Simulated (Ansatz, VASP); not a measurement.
**Cross-check of Sr (linear Sr chain) between VASP and Ansatz**

Wanted: the spread between two codes on one cell, functional and k mesh. The structure shown is the end of the Ansatz relaxation below. Other levels of theory on this material are compared in a session of their own.

Calculated with Ansatz 0.2.0; plane waves, with VASP 6.6.1 beside it; single point at RPBE.

## Step 1: Set-up

The cell holds 1 atom: 1 Sr. Cell: a = 12.000 Å, b = 12.000 Å, c = 4.540 Å, α = 90.0°, β = 90.0°, γ = 90.0°. Vacuum lies along a and b. The structure's axis is c.

## Step 2: Ansatz: relaxation, RPBE

Ansatz runs on its default PAW (the set named soft_2) files.

This run makes the geometry at which the two programs are then compared.

The input, input.yaml:

```yaml
crystal:
  lattice:
    - [12.0, 0.0, 0.0]
    - [0.0, 12.0, 0.0]
    - [0.0, 0.0, 3.627]
  atoms:
    - { symbol: Sr, position: [0.5, 0.5, 0.0], spin: 0.5 }
magnetization:
  spin_polarized: true
kpoints:
  mp_grid: { grid: [1, 1, 23] }
scf:
  occupations: { method: fermi_dirac, width: 0.05 }
hamiltonian:
  xc: rpbe
relax:
  cell: { fix: [a, b, alpha, beta, gamma] }
  max_steps: 60
```

Run with:

```sh
ansatz run input.yaml --threads 8 --pin off --max-ram 16384MiB --backend cpu --events-out ev --progress --plain --runs-dir out
```

Numbers of over 12 decimals in the logs are rounded to 6 here.

The program printed:

```text
Engine: ansatz 0.2.0, aarch64-unknown-linux-gnu
Pseudopotentials: kind: paw
Pseudopotential: Sr, paw, valence charge 10, recommended cutoff 420 eV (normal), Sr.paw.azcp
Functional definition: RPBE
  parameter kappa = 0.804
  parameter beta = 0.066725
  exchange = rpbe_x(kappa = kappa, mu = beta*pi^2/3)
  correlation = pbe_c(beta = beta)
Crystal: 1 atoms, lattice volume = 522.288 Å³
Basis set: ecut = 420 eV, 10141 PW (Γ), exchange–correlation on 162×162×50 points (8 copies of the dense FFT grid, shifted against one another)
Bands: 10, of which v1, the nominal top of the filled ones, is band 5 counted from 1 (4 counted from 0)
Symmetry: 16 space group operations
Space group: P4/mmm (ITA 123), of the structure as read, at distance tolerance 8.1e-5 Å
Magnetic group: BNS 123.339 (UNI 999), of the structure as read, at distance tolerance 8.1e-5 Å
k-points: 12 of 23
Non-local potential: Sr, projectors of the file, l = 0: 3, l = 1: 2, l = 2: 2
PAW form: soft (Blöchl's): semilocal exchange-correlation on the pseudo side does not see the compensation charge
PAW frozen core: Sr, regenerated for the run's functional, and the local potential with it (the file was generated under x = pbe(κ = 0.804, μ = 0.219515), c = pbe(β = 0.066725))
PAW one-centre angular grid: Sr, 110 points (default); XC on 64 Gauss nodes
Initial density: superposition of atomic densities (neutral atoms: chi_scale 0, normalization atom)
Starting moments: Σ|m| = 0.5 μB on 1 of 1 site
Initial wavefunctions: pseudopotential atomic-orbital guess
Functional: x = rpbe, c = pbe(β = 0.066725)
SCF iter   1: F=—  HF=-3549.535849 eV  |F-HF|=—  |Δ(HF+E_count)|=         —  Δρ=4.11e-3 (↑3.95e-3 ↓4.11e-3)  dr2=4.64e-1  dr2_m=4.90e-2  M=0.372 μB ∫|m|=0.372 μB  β_m=0.30  ethr=3.10e-3  ⟨swp⟩=9.6  Hψ=2547  notcnv=0
preconditioner: auto → LDOS  [metal: Δε(μ)=0.064 eV  Ē_g=2.203 eV  σ=0.050 eV  W_gap=0.30  n_scr=20 (ndim 8)  ℏωp=2.3 eV  f_vac=0.688  D(μ)=3.92/eV (n_scr^D=12)]
spin=Collinear: LDOS preconditioning applied to the charge; magnetization (m = ρ↑ − ρ↓) channel mixes plain (no charge-response kernel on spin).
SCF iter   2: F=—  HF=-3549.524516 eV  |F-HF|=—  |Δ(HF+E_count)|=   1.13e-2  Δρ=3.05e-3 (↑3.05e-3 ↓3.05e-3)  dr2=3.36e-1  dr2_m=2.47e-2  M=0.417 μB ∫|m|=0.417 μB  β_m=0.30  ethr=3.10e-3  ⟨swp⟩=1.1  Hψ=437  notcnv=0
SCF iter   3: F=—  HF=-3549.472120 eV  |F-HF|=—  |Δ(HF+E_count)|=   5.24e-2  Δρ=2.03e-3 (↑1.87e-3 ↓2.03e-3)  dr2=2.59e-2  dr2_m=1.37e-2  M=0.384 μB ∫|m|=0.385 μB  β_m=0.30  ethr=3.10e-3  ⟨swp⟩=3.1  Hψ=432  notcnv=0
SCF iter   4: F=—  HF=-3549.485947 eV  |F-HF|=—  |Δ(HF+E_count)|=   1.38e-2  Δρ=1.31e-3 (↑1.29e-3 ↓1.31e-3)  dr2=1.34e-2  dr2_m=6.84e-3  M=0.419 μB ∫|m|=0.421 μB  β_m=0.30  ethr=2.59e-4  ⟨swp⟩=2.5  Hψ=419  notcnv=0
SCF iter   5: F=—  HF=-3549.495124 eV  |F-HF|=—  |Δ(HF+E_count)|=   9.18e-3  Δρ=1.02e-3 (↑1.02e-3 ↓8.33e-4)  dr2=1.57e-3  dr2_m=3.67e-3  M=0.435 μB ∫|m|=0.437 μB  β_m=0.30  ethr=1.34e-4  ⟨swp⟩=3.7  Hψ=536  notcnv=0
SCF iter   6: F=—  HF=-3549.499640 eV  |F-HF|=—  |Δ(HF+E_count)|=   4.52e-3  Δρ=6.82e-4 (↑6.82e-4 ↓6.22e-4)  dr2=1.59e-3  dr2_m=1.94e-3  M=0.455 μB ∫|m|=0.457 μB  β_m=1.00  ethr=1.57e-5  ⟨swp⟩=2.6  Hψ=487  notcnv=0
SCF iter   7: F=—  HF=-3549.505946 eV  |F-HF|=—  |Δ(HF+E_count)|=   6.31e-3  Δρ=1.74e-4 (↑1.57e-4 ↓1.74e-4)  dr2=1.08e-4  dr2_m=1.06e-4  M=0.499 μB ∫|m|=0.502 μB  β_m=1.00  ethr=1.57e-5  ⟨swp⟩=3.0  Hψ=505  notcnv=0
SCF iter   8: F=—  HF=-3549.507136 eV  |F-HF|=—  |Δ(HF+E_count)|=   1.19e-3  Δρ=8.48e-5 (↑8.48e-5 ↓6.45e-5)  dr2=1.04e-4  dr2_m=1.51e-5  M=0.510 μB ∫|m|=0.516 μB  β_m=1.00  ethr=1.08e-6  ⟨swp⟩=2.5  Hψ=437  notcnv=0
SCF iter   9: F=—  HF=-3549.507285 eV  |F-HF|=—  |Δ(HF+E_count)|=   1.49e-4  Δρ=3.24e-5 (↑2.11e-5 ↓3.24e-5)  dr2=8.48e-6  dr2_m=2.27e-6  M=0.513 μB ∫|m|=0.520 μB  β_m=0.30  ethr=1.04e-6  ⟨swp⟩=2.6  Hψ=397  notcnv=0
Mixer restart at iter 9: flushing history
spin-set hold released at iteration 9 (site moments contracting): the magnetisation degrees of freedom join the quasi-Newton model from the next iteration; the mixer history was flushed
[...]
Basis set: ecut = 420 eV, 12847 PW (Γ), exchange–correlation on 162×162×50 points (8 copies of the dense FFT grid, shifted against one another)
[...]
preconditioner: auto → Resta (q_TF=auto, 1.359 Å⁻¹)  ε∞=2.0  [insulator: Δε(μ)=0.392 eV  Ē_g=2.069 eV  σ=0.050 eV  W_gap=0.96  n_scr=20 (ndim 8)  ℏωp=2.1 eV  f_vac=0.699  D(μ)=0.14/eV (n_scr^D=0)  ε∞_Penn≈2.0  vacuum switching on, ρ_ref=3.1e-4 e/Å³]
spin=Collinear: Resta preconditioning applied to the charge; magnetization (m = ρ↑ − ρ↓) channel mixes plain (no charge-response kernel on spin).
[...]
SCF iter   9: F=—  HF=-3549.800853 eV  |F-HF|=—  |Δ(HF+E_count)|=   5.17e-9  Δρ=7.22e-8 (↑7.22e-8 ↓5.93e-8)  dr2=9.08e-12  dr2_m=2.51e-11  M=-0.000 μB ∫|m|=0.000 μB  β_m=1.00  ethr=1.00e-12  ⟨swp⟩=8.7  Hψ=1084  notcnv=0
SCF iter  10: F=-3549.800853 eV  HF=-3549.800853 eV  |F-HF|=6.37e-12  |Δ(HF+E_count)|=   2.27e-9  Δρ=9.63e-9 (↑9.63e-9 ↓5.42e-9)  dr2=1.59e-12  dr2_m=5.77e-14  M=0.000 μB ∫|m|=0.000 μB  ethr=1.00e-12  ⟨swp⟩=8.8  Hψ=1106  notcnv=0
[...]
Basis set: ecut = 420 eV, 12847 PW (Γ), exchange–correlation on 162×162×64 points (8 copies of the dense FFT grid, shifted against one another)
Initial wavefunctions: pseudopotential atomic-orbital guess (no wavefunctions were taken with the density)
iter 1 solved again at ethr=1.79e-5 eV; its pass at ethr=3.10e-3 eV (dr2=1.79e-3 eV) is discarded
SCF iter   1: F=—  HF=-3549.801958 eV  |F-HF|=—  |Δ(HF+E_count)|=         —  Δρ=2.60e-5 (↑2.60e-5 ↓2.60e-5)  dr2=2.59e-6  dr2_m=4.60e-14  M=-0.000 μB ∫|m|=0.000 μB  β_m=0.30  ethr=1.79e-5  ⟨swp⟩=3.0  Hψ=3270  notcnv=0
eigensolver tolerance schedule: the retry pair's looser diagonalisation over-reported the residual by 690.17 of it (diagonalisation noise at an unbounded share of the residual, at the tolerance the schedule requests for it); recorded, not acted on — ethr = c·dr2/N_el stays at c = 1.0e-1
preconditioner: auto → Resta (q_TF=auto, 1.359 Å⁻¹)  ε∞=2.0  [insulator: Δε(μ)=0.391 eV  Ē_g=2.071 eV  σ=0.050 eV  W_gap=0.96  n_scr=20 (ndim 8)  ℏωp=2.1 eV  f_vac=0.699  D(μ)=0.14/eV (n_scr^D=0)  ε∞_Penn≈2.0  vacuum switching on, ρ_ref=3.1e-4 e/Å³]
spin=Collinear: Resta preconditioning applied to the charge; magnetization (m = ρ↑ − ρ↓) channel mixes plain (no charge-response kernel on spin).
SCF iter   2: F=—  HF=-3549.801962 eV  |F-HF|=—  |Δ(HF+E_count)|=   3.84e-6  Δρ=1.92e-5 (↑1.92e-5 ↓1.92e-5)  dr2=1.52e-6  dr2_m=2.27e-13  M=0.000 μB ∫|m|=0.000 μB  β_m=0.65  ethr=2.59e-8  ⟨swp⟩=3.0  Hψ=422  notcnv=0
SCF iter   3: F=—  HF=-3549.802052 eV  |F-HF|=—  |Δ(HF+E_count)|=   9.00e-5  Δρ=3.78e-6 (↑3.78e-6 ↓3.77e-6)  dr2=1.75e-7  dr2_m=3.71e-13  M=-0.000 μB ∫|m|=0.000 μB  β_m=0.55  ethr=1.52e-8  ⟨swp⟩=2.0  Hψ=364  notcnv=0
SCF iter   4: F=—  HF=-3549.802052 eV  |F-HF|=—  |Δ(HF+E_count)|=   6.49e-8  Δρ=1.81e-6 (↑1.81e-6 ↓1.80e-6)  dr2=3.67e-8  dr2_m=1.43e-13  M=-0.000 μB ∫|m|=0.000 μB  β_m=0.78  ethr=1.75e-9  ⟨swp⟩=1.0  Hψ=240  notcnv=0
SCF iter   5: F=—  HF=-3549.802052 eV  |F-HF|=—  |Δ(HF+E_count)|=   3.92e-9  Δρ=2.12e-7 (↑2.12e-7 ↓2.10e-7)  dr2=5.10e-10  dr2_m=2.14e-14  M=-0.000 μB ∫|m|=0.000 μB  β_m=0.89  ethr=3.67e-10  ⟨swp⟩=2.6  Hψ=353  notcnv=0
SCF iter   6: F=—  HF=-3549.802052 eV  |F-HF|=—  |Δ(HF+E_count)|=   2.34e-7  Δρ=1.11e-7 (↑1.10e-7 ↓1.11e-7)  dr2=1.93e-10  dr2_m=9.03e-15  M=-0.000 μB ∫|m|=0.000 μB  β_m=0.94  ethr=5.10e-12  ⟨swp⟩=3.8  Hψ=506  notcnv=0
SCF iter   7: F=-3549.802052 eV  HF=-3549.802052 eV  |F-HF|=4.37e-11  |Δ(HF+E_count)|=   1.02e-9  Δρ=1.43e-8 (↑1.42e-8 ↓1.43e-8)  dr2=4.79e-12  dr2_m=4.73e-16  M=-0.000 μB ∫|m|=0.000 μB  ethr=1.00e-12  ⟨swp⟩=5.3  Hψ=1146  notcnv=0
the starting moments were not kept: the SCF closed with an absolute magnetisation of 8.0e-7 μB, where they sum to 0.5 μB in size (1 site). That is at most 0.1 of that sum. Measured as dr2_m measures the in/out step, that magnetisation stands 2.1e-14 eV from none, at or under the dr2_threshold of 1.0e-11 eV: it is no larger than a step whose dr2_m would equal this threshold.
SCF 9 converged in 7 iterations: F = -3549.802052 eV  dr2 = 4.79e-12
relax step   9: F+E_penalty+E_count = -3549.80205245 eV  Δ(F+E_penalty+E_count) = -1.199e-3 eV  max|allowed force component| = 0.000e0 eV/Å  Δτ_max = 0.0000 Å  P = -0.001 GPa  Ω = 653.772 Å³  fix = [a, b, alpha, beta, gamma]  reactions: a -0.007, b -0.007 GPa  stress off target by 1.16e-2 GPa on what of the cell is left free  SCF on the basis re-selected at this cell (its energy is not comparable with the rows above)  (7 SCF iters)
basis re-selected at this cell: Δ(F+E_penalty+E_count) = -1.199e-3 eV, ΔP = +0.003 GPa vs the last step (what re-selecting the basis moved, of the pressure what is left beyond the Pulay correction that the steps carried, after the strain that the cell walked since its last selection, with what the two solves' SCF thresholds leave and, on support functions, any second-order correction that the steps lacked; it is no measure of the basis error at this ecutwfc). The dense FFT grid was sized anew with the basis: this SCF ran on 81×81×32 points, the steps before it on 81×81×25, so part of this shift can come from that change (see relax.cell in the input reference). [rest of the remark cut]
SCF converged after 7 iterations
Magnetization: -0.0000 μB (5.0000 up, 5.0000 down)
Absolute magnetization: 0.0000 μB (∫|ρ↑−ρ↓|, with the PAW one-centre terms)
Spin contamination: 0.0000 ħ² per cell (⟨S²⟩ above its minimum at these occupations)
Per-site moments (μB) at R_I (Å): [(2.2415730760960553e-8, 1.872785)]
Free energy (F): -3549.802052 eV
Harris-Foulkes:  -3549.802052 eV  (|F-HF|=4.37e-11)
Internal energy: -3549.800133 eV  (E = F + TS)
E sigma→0 (E₀):  -3549.801093 eV
Entropy (-TS):   -0.001920 eV (-1.920 meV/atom)
Fermi energy:    -1.404169 eV
--- Per-component energies (eV) ---
  E_band       = -216.042100
  E_kinetic    = 237.066739
  E_local      = -1490.803624  (includes V_loc(G=0)·N_el)
  E_nonlocal   = 203.233321
  E_hartree    = 515.283281
  E_xc         = -169.375876
  E_vxc        = -155.929372  (∫ρ·V_xc dr)
  E_paw        = -2700.983659  (= ΣΔE_a)
  E_vpaw       = -40.175755  (= ΣTr[D̂ρ^β])
  E_aug_tail   = -0.000001  (compensation charges beyond the density's cutoff)
  E_ewald      = -144.153433
  E_core_change = -0.066880  (= ΣΔE_core)
  E_smearing   = -0.001920  (= −TS)
  E_closure    = -0.000000  (closes the sum)
  Σ components = -3549.802052   (vs F -3549.802052, Δ=0.00e0)
--- Forces (eV/Å), atoms counted from 1 ---
  atom   1  Sr    -0.00000000     0.00000000     0.00000000
  max |Σ_I F_I| component: 2.71e-31 eV/Å
--- Stress (GPa, compression-positive) ---
       -0.007276       0.000000       0.000000
        0.000000      -0.007276       0.000000
        0.000000       0.000000       0.011634
  P = ⅓ Tr σ = -0.0010 GPa (-0.010 kbar)
--- Relaxed structure (8 steps of the walk, 8 accepted, 1 SCFs on fresh bases) ---
  F+E_penalty+E_count = -3549.80205245 eV   max|allowed force component| = 0.000e0 eV/Å   (the final SCF, on the basis selected at the relaxed cell)
  cell:  # Å, volume = 653.7723 Å³
    - [12.0, 0.0, 0.0]
    - [0.0, 12.0, 0.0]
    - [0.0, 0.0, 4.540086]
  atoms:
    - { symbol: Sr, position: [0.5, 0.5, 0.0] }
```

The column dr2 measures how far the density is from self-consistency, as an energy; F and HF (Harris–Foulkes) agree once it is small.

(Part 1 of 2 ends here.)

[Lines on the potential files, build, host, timing and source positions are cut from VASP's logs without a mark.]

[Logs are printed without paths, hosts, clocks, repeated set-up lines and the standing remarks that a program may print on its own settings, such as how far it seeks lower states.]

[Hosts, paths, dates, database ids (printed as entryN), source tags and the programs' standing remarks are cut or masked in the printed files.]
